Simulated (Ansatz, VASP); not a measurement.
# Two plane-wave programs on TeAu3I

```
I Te Au
1.0
     6.41512    0.00000    0.00000
     0.00000    6.41512    0.00000
     0.00000    0.00000    6.41512
I Te Au
1 1 3
Cartesian
  0.0000 0.0000 0.0000
  3.2076 3.2076 3.2076
  3.2076 3.2076 0.0000
  3.2076 0.0000 3.2076
  0.0000 3.2076 3.2076
```

The cell comes from a database or a generator and needn't be the stable form of this composition.

Alike in both runs: task single point; functional PBEsol; k mesh 4 × 4 × 4; occupations gaussian, width 0.05 eV; no spin polarisation.

|  | VASP | Ansatz |
| --- | --- | --- |
| version | VASP 6.6.1 | Ansatz 0.2.0 |
| potentials or method | VASP PAW PBE potentials, release 64 (I, Te, Au) | scalar-relativistic, plane waves, PAW |
| plane-wave cutoff (eV) | 520 | 420 |
| valence electrons in the cell | 46 | 90 |

|  | VASP | Ansatz | Ansatz less VASP |
| --- | --- | --- | --- |
| gap on the k mesh at the Fermi level (eV) | none | none | - |
| pressure (GPa) | -6.4 | -6.3 | +0.02 |

A gap of «none» marks a metal or a gap that the smearing closes. The two sets of potentials don't hold the same shells in valence.

Caveats: the PAW data sets were made with another functional, which shifts forces and pressure a little (VASP). Spin-orbit coupling is left out, which matters for the levels of Au, I, Te.
